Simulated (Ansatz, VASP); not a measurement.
## CeO2: VASP beside Ansatz

Wanted: the spread between two codes on one cell, functional and k mesh. The cell is taken from a series of VASP runs on this material, whose earlier steps may have relaxed, scaled or displaced it; both programs get it as it stands.

Method: plane waves, with VASP 6.6.1 beside it; zone-centre phonons at PBE and band structure at HSE06, in Ansatz 0.2.0.

### Step 1. The structure

The structure is cubic, space group Fm-3m (No. 225). Conventional cell: a = 5.407 Å, b = 5.407 Å, c = 5.407 Å, α = 90.00°, β = 90.00°, γ = 90.00°. Ce has 8 O at 2.34 Å nearest. Nearest to O lie 4 Ce at 2.34 Å. Farther neighbours and most contacts between anions are not listed.

Structure file:

```
Ce O
1.0
     0.00000    2.70365    2.70365
     2.70365    0.00000    2.70365
     2.70365    2.70365    0.00000
Ce O
1 2
Direct
  0.00000 0.00000 0.00000
  0.25000 0.25000 0.25000
  0.75000 0.75000 0.75000
```

### Step 2. VASP: zone-centre phonons, PBE

Second derivatives magnify differences that forces hide, and they need a tight electronic threshold.

Lines of VASP's logs that name or quote its potential files are left out, and so is its time.

File INCAR:

```
SYSTEM = CeO2
PREC = Accurate
ENCUT = 520
EDIFF = 1E-08
NELM = 100
ISMEAR = 0
SIGMA = 0.02
LREAL = .FALSE.
ALGO = Normal
GGA = PE
NBANDS = 18
LASPH = .TRUE.
LORBIT = 11
LWAVE = .FALSE.
LCHARG = .FALSE.
KPAR = 4
IBRION = 8
LEPSILON = .TRUE.
```

File POSCAR:

```
CeO2
1.0
    0.0000000000      2.7036500000      2.7036500000
    2.7036500000      0.0000000000      2.7036500000
    2.7036500000      2.7036500000      0.0000000000
Ce O
1 2
Direct
    0.0000000000      0.0000000000      0.0000000000
    0.2500000000      0.2500000000      0.2500000000
    0.7500000000      0.7500000000      0.7500000000
```

File KPOINTS:

```
Automatic mesh
0
Gamma
12 12 12
0 0 0
```

PAW data sets: Ce and O (PBE family, release 64).

Launch:

```console
$ mpirun -np 4 vasp_std
```

Numbers of over 12 decimals in the logs are rounded to 6 here.

What it wrote:

```text
[banner, memory and clock lines left out]
running    4 mpi-ranks, on    1 nodes
 distrk:  each k-point on    1 cores,    4 groups
 distr:  one band on    1 cores,    1 groups

 POSCAR found type information on POSCAR CeO
 POSCAR found :  2 types and       3 ions
 LDA part: xc-table for (Slater+PW92), standard interpolation
 POSCAR, INCAR and KPOINTS ok, starting setup
 FFT: planning ... GRIDC
 FFT: planning ... GRID_SOFT
 FFT: planning ... GRID
 WAVECAR not read
 entering main loop
       N       E                     dE             d eps       ncg     rms          rms(c)
DAV:   1     0.231701224403E+03    0.23170E+03   -0.11588E+04  2664   0.179E+03
DAV:   2     0.146175825182E+02   -0.21708E+03   -0.19570E+03  3346   0.296E+02
DAV:   3    -0.301267805836E+02   -0.44744E+02   -0.40575E+02  3348   0.150E+02
DAV:   4    -0.316902455697E+02   -0.15635E+01   -0.15624E+01  3532   0.300E+01
DAV:   5    -0.317813075816E+02   -0.91062E-01   -0.91040E-01  4486   0.591E+00    0.302E+01
DAV:   6    -0.294669016091E+02    0.23144E+01   -0.73206E+01  3728   0.532E+01    0.254E+01
DAV:   7    -0.281641036503E+02    0.13028E+01   -0.84271E+01  3842   0.108E+02    0.206E+01
DAV:   8    -0.274311160024E+02    0.73299E+00   -0.32242E+00  3342   0.149E+01    0.140E+01
DAV:   9    -0.262456939739E+02    0.11854E+01   -0.58020E+00  3758   0.208E+01    0.234E+00
DAV:  10    -0.262293515184E+02    0.16342E-01   -0.27771E-01  3868   0.377E+00    0.115E+00
DAV:  11    -0.262164503401E+02    0.12901E-01   -0.61962E-02  3752   0.273E+00    0.188E+00
DAV:  12    -0.262154711614E+02    0.97918E-03   -0.47034E-02  4060   0.217E+00    0.644E-01
DAV:  13    -0.262067161059E+02    0.87551E-02   -0.95852E-02  3426   0.313E+00    0.598E-01
DAV:  14    -0.262085285803E+02   -0.18125E-02   -0.58712E-03  4608   0.516E-01    0.848E-01
DAV:  15    -0.262060828539E+02    0.24457E-02   -0.60393E-03  3458   0.880E-01    0.321E-01
DAV:  16    -0.262057691108E+02    0.31374E-03   -0.10780E-03  4288   0.323E-01    0.141E-01
DAV:  17    -0.262057535419E+02    0.15569E-04   -0.90084E-05  3600   0.791E-02    0.623E-02
DAV:  18    -0.262057575238E+02   -0.39819E-05   -0.96214E-06  4332   0.246E-02    0.288E-02
DAV:  19    -0.262057522119E+02    0.53119E-05   -0.68671E-06  3448   0.293E-02    0.173E-02
DAV:  20    -0.262057499720E+02    0.22399E-05   -0.76597E-06  3960   0.300E-02    0.194E-03
DAV:  21    -0.262057499802E+02   -0.81734E-08   -0.33769E-07  3372   0.339E-03    0.143E-03
DAV:  22    -0.262057499802E+02   -0.46839E-10   -0.20008E-08  3022   0.973E-04
   1 F= -.26205750E+02 E0= -.26205750E+02  d E =-.366076E-11
 Linear response reoptimize wavefunctions to high precision
DAV:   1    -0.262057500012E+02   -0.20965E-07   -0.26778E-08  3934   0.186E-03
DAV:   2    -0.262057500013E+02   -0.59572E-10   -0.65608E-10  1598   0.205E-04
 Linear response G [H, r] |phi>, progress :
  Direction:   1
       N       E                     dE             d eps       ncg     rms
RMM:   1    -0.891246972851E+02   -0.89125E+02    0.28790E+02  6634   0.139E+02
RMM:   2    -0.841012098106E+02    0.50235E+01   -0.31606E+01  4415   0.417E+01
RMM:   3    -0.866085495917E+02   -0.25073E+01   -0.12600E+01  5939   0.120E+01
RMM:   4    -0.869422509946E+02   -0.33370E+00   -0.20532E+00  6736   0.388E+00
RMM:   5    -0.870153255272E+02   -0.73075E-01   -0.46134E-01  7030   0.168E+00
RMM:   6    -0.870336463286E+02   -0.18321E-01   -0.89408E-02  7135   0.804E-01
RMM:   7    -0.870374836170E+02   -0.38373E-02   -0.31823E-02  7139   0.447E-01
RMM:   8    -0.870386805334E+02   -0.11969E-02   -0.84622E-03  7060   0.263E-01
RMM:   9    -0.870392802846E+02   -0.59975E-03   -0.30184E-03  6932   0.172E-01
RMM:  10    -0.870394862153E+02   -0.20593E-03   -0.68654E-04  6905   0.120E-01
RMM:  11    -0.870396544785E+02   -0.16826E-03    0.25132E-06  6816   0.891E-02
RMM:  12    -0.870397113896E+02   -0.56911E-04    0.36985E-05  6711   0.689E-02
RMM:  13    -0.870397407920E+02   -0.29402E-04    0.25885E-04  6539   0.557E-02
RMM:  14    -0.870397654622E+02   -0.24670E-04    0.45673E-04  6442   0.464E-02
RMM:  15    -0.870397729986E+02   -0.75365E-05    0.45246E-04  6335   0.399E-02
RMM:  16    -0.870397832339E+02   -0.10235E-04    0.44406E-04  6260   0.351E-02
RMM:  17    -0.870397836743E+02   -0.44031E-06    0.50493E-04  6218   0.318E-02
RMM:  18    -0.870397844890E+02   -0.81471E-06    0.57737E-04  6180   0.292E-02
RMM:  19    -0.870397843381E+02    0.15090E-06    0.62974E-04  6119   0.273E-02
RMM:  20    -0.870397845391E+02   -0.20108E-06    0.64895E-04  6056   0.259E-02
RMM:  21    -0.870397849495E+02   -0.41032E-06    0.65803E-04  5992   0.248E-02
RMM:  22    -0.870397851582E+02   -0.20877E-06    0.69325E-04  5888   0.239E-02
RMM:  23    -0.870397856373E+02   -0.47910E-06    0.70195E-04  5851   0.232E-02
RMM:  24    -0.870397858238E+02   -0.18651E-06    0.71044E-04  5743   0.227E-02
 Linear response G [H, r] |phi>, progress :
  Direction:   2
[...]
change of polarisation eV/A/(eV/A) component  1 :     1.488    -0.055    -0.024
 dielectric tensor                  component  1 :     7.810    -0.250    -0.110
 Linear response to external field, progress :
  Direction:   2
       N       E                     dE             d eps       ncg     rms          rms(c)
RMM:   1    -0.398794154595E+00   -0.39879E+00   -0.20733E+00  9760   0.307E+01
[...]
RMM:  30    -0.774741903460E+00    0.10611E-06   -0.20782E-06 11173   0.327E-03    0.477E-03
 change of polarisation eV/A/(eV/A) component  2 :    -0.017     1.488     0.027
 dielectric tensor                  component  2 :    -0.077     7.810     0.123
 Linear response to external field, progress :
  Direction:   3
       N       E                     dE             d eps       ncg     rms          rms(c)
RMM:   1    -0.398794497629E+00   -0.39879E+00   -0.20733E+00  9757   0.307E+01
RMM:   2    -0.728965442645E+00   -0.33017E+00   -0.18122E-01  8804   0.355E+00    0.853E-01
RMM:   3    -0.744386603910E+00   -0.15421E-01   -0.47513E-02  9235   0.141E+00    0.549E-01
RMM:   4    -0.767751036732E+00   -0.23364E-01   -0.31506E-02 10082   0.109E+00    0.108E-01
RMM:   5    -0.769346488477E+00   -0.15955E-02   -0.93863E-03 12870   0.379E-01    0.115E-01
RMM:   6    -0.770934234359E+00   -0.15877E-02   -0.24603E-03 14039   0.196E-01    0.803E-02
RMM:   7    -0.772896046947E+00   -0.19618E-02   -0.94928E-04 15074   0.114E-01    0.551E-02
RMM:   8    -0.774233087171E+00   -0.13370E-02   -0.58058E-04 14606   0.914E-02    0.227E-02
RMM:   9    -0.774345889108E+00   -0.11280E-03   -0.29436E-04 15105   0.641E-02    0.887E-03
RMM:  10    -0.774502452506E+00   -0.15656E-03   -0.15492E-04 15723   0.427E-02    0.685E-03
RMM:  11    -0.774597708790E+00   -0.95256E-04   -0.12791E-04 15247   0.340E-02    0.481E-03
RMM:  12    -0.774681841411E+00   -0.84133E-04   -0.65012E-05 15465   0.264E-02    0.374E-03
RMM:  13    -0.774662338693E+00    0.19503E-04   -0.48913E-05 15048   0.220E-02    0.294E-03
RMM:  14    -0.774702961947E+00   -0.40623E-04   -0.31118E-05 15539   0.178E-02    0.153E-03
[...]
RMM:  20    -0.774733834729E+00   -0.18848E-05   -0.69362E-06 15093   0.744E-03    0.235E-03
RMM:  21    -0.774731605283E+00    0.22294E-05   -0.42578E-06 14591   0.665E-03    0.331E-03
RMM:  22    -0.774731939519E+00   -0.33424E-06   -0.45090E-06 13181   0.592E-03    0.392E-03
RMM:  23    -0.774732637505E+00   -0.69799E-06   -0.30112E-06 11723   0.537E-03    0.425E-03
RMM:  24    -0.774732426447E+00    0.21106E-06   -0.29504E-06 10993   0.483E-03    0.475E-03
RMM:  25    -0.774732652715E+00   -0.22627E-06   -0.22644E-06 10684   0.445E-03    0.508E-03
RMM:  26    -0.774732772021E+00   -0.11931E-06   -0.21398E-06 10463   0.405E-03    0.538E-03
RMM:  27    -0.774732794437E+00   -0.22416E-07   -0.20742E-06 11430   0.376E-03    0.569E-03
 change of polarisation eV/A/(eV/A) component  3 :     0.021    -0.002     1.488
 dielectric tensor                  component  3 :     0.094    -0.011     7.810
 Linear response DOF=           2
 Linear response progress:
  Degree of freedom:   1/  2
       N       E                     dE             d eps       ncg     rms          rms(c)
RMM:   1    -0.325416813898E+00   -0.32542E+00   -0.21929E-01 10581   0.105E+01
RMM:   2    -0.340478246023E+00   -0.15061E-01   -0.10135E-01 11366   0.211E+00    0.219E-01
RMM:   3    -0.342564152625E+00   -0.20859E-02   -0.19594E-02 13455   0.648E-01    0.109E-01
RMM:   4    -0.343944876259E+00   -0.13807E-02   -0.56822E-03 14443   0.295E-01    0.589E-02
RMM:   5    -0.344968984615E+00   -0.10241E-02   -0.23791E-03 14783   0.191E-01    0.398E-02
RMM:   6    -0.345501835569E+00   -0.53285E-03   -0.19998E-03 14454   0.136E-01    0.479E-02
RMM:   7    -0.345629611409E+00   -0.12778E-03   -0.96372E-04 15828   0.976E-02    0.673E-02
RMM:   8    -0.346020152813E+00   -0.39054E-03   -0.64768E-04 13032   0.818E-02    0.667E-02
RMM:   9    -0.346107838733E+00   -0.87686E-04   -0.34569E-04 15181   0.594E-02    0.665E-02
RMM:  10    -0.346160947572E+00   -0.53109E-04   -0.28809E-04 15776   0.467E-02    0.726E-02
 first order change of Fermi-energy   0.26271E-01
 force on displaced ion       1 direction 1 :  -8.988   0.000   0.000
 Born effective charge ion    1 direction 1 :   5.812   0.000   0.000
 Linear response progress:
  Degree of freedom:   2/  2
       N       E                     dE             d eps       ncg     rms          rms(c)
RMM:   1    -0.377240421934E+00   -0.37724E+00    0.19748E-01 23205   0.383E+00
RMM:   2    -0.363990773330E+00    0.13250E-01   -0.17291E-02 15587   0.102E+00    0.243E-01
RMM:   3    -0.367185044774E+00   -0.31943E-02   -0.12015E-02 20645   0.401E-01    0.157E-01
RMM:   4    -0.369241400699E+00   -0.20564E-02   -0.21230E-03 20074   0.238E-01    0.445E-02
RMM:   5    -0.369330672721E+00   -0.89272E-04   -0.42557E-04 25104   0.715E-02    0.240E-02
RMM:   6    -0.369449584532E+00   -0.11891E-03   -0.67104E-05 25888   0.304E-02    0.510E-03
RMM:   7    -0.369491768644E+00   -0.42184E-04   -0.13263E-05 27428   0.135E-02    0.353E-03
RMM:   8    -0.369492462592E+00   -0.69395E-06   -0.30627E-06 26696   0.833E-03    0.288E-03
RMM:   9    -0.369493497314E+00   -0.10347E-05   -0.13748E-06 26904   0.601E-03    0.705E-04
RMM:  10    -0.369497562047E+00   -0.40647E-05   -0.10257E-06 28299   0.387E-03    0.595E-04
RMM:  11    -0.369498164841E+00   -0.60279E-06   -0.71170E-07 28646   0.272E-03    0.547E-04
RMM:  12    -0.369498243854E+00   -0.79013E-07   -0.37068E-07 29048   0.209E-03    0.658E-04
RMM:  13    -0.369498214316E+00    0.29538E-07   -0.20995E-07 26890   0.178E-03    0.808E-04
RMM:  14    -0.369498624416E+00   -0.41010E-06   -0.16774E-07 27603   0.148E-03    0.109E-03
RMM:  15    -0.369498173054E+00    0.45136E-06   -0.12580E-07 25269   0.147E-03    0.177E-03
RMM:  16    -0.369498062378E+00    0.11068E-06   -0.86272E-08 24196   0.149E-03    0.815E-04
RMM:  17    -0.369498305332E+00   -0.24295E-06   -0.12203E-07 26525   0.211E-03    0.127E-03
RMM:  18    -0.369498308621E+00   -0.32888E-08   -0.11002E-07 24019   0.123E-03    0.556E-04
RMM:  19    -0.369498272990E+00    0.35630E-07   -0.68989E-08 26754   0.901E-04    0.603E-04
RMM:  20    -0.369498318447E+00   -0.45457E-07   -0.70172E-08 27904   0.785E-04    0.663E-04
RMM:  21    -0.369498278843E+00    0.39604E-07   -0.58756E-08 24748   0.772E-04    0.497E-04
RMM:  22    -0.369498215132E+00    0.63710E-07   -0.74390E-08 25385   0.848E-04    0.171E-04
RMM:  23    -0.369498168873E+00    0.46259E-07   -0.59315E-08 25582   0.689E-04    0.794E-05
RMM:  24    -0.369498164531E+00    0.43426E-08   -0.67232E-08 26750   0.622E-04    0.485E-05
 first order change of Fermi-energy  -0.58465E-01
 force on displaced ion       2 direction 1 :  -7.518   0.000   0.000
 Born effective charge ion    2 direction 1 :  -2.885   0.000   0.000
 Born effective charges drift removed
 Linear response finished
```

(Continued in part 2 of 3.)

[Lines on the potential files, build, host, timing and source positions are cut from VASP's logs without a mark.]

[Logs are printed without paths, hosts, clocks, repeated set-up lines and the standing remarks that a program may print on its own settings, such as how far it seeks lower states.]

[Hosts, paths, dates, database ids (printed as entryN), source tags and the programs' standing remarks are cut or masked in the printed files.]
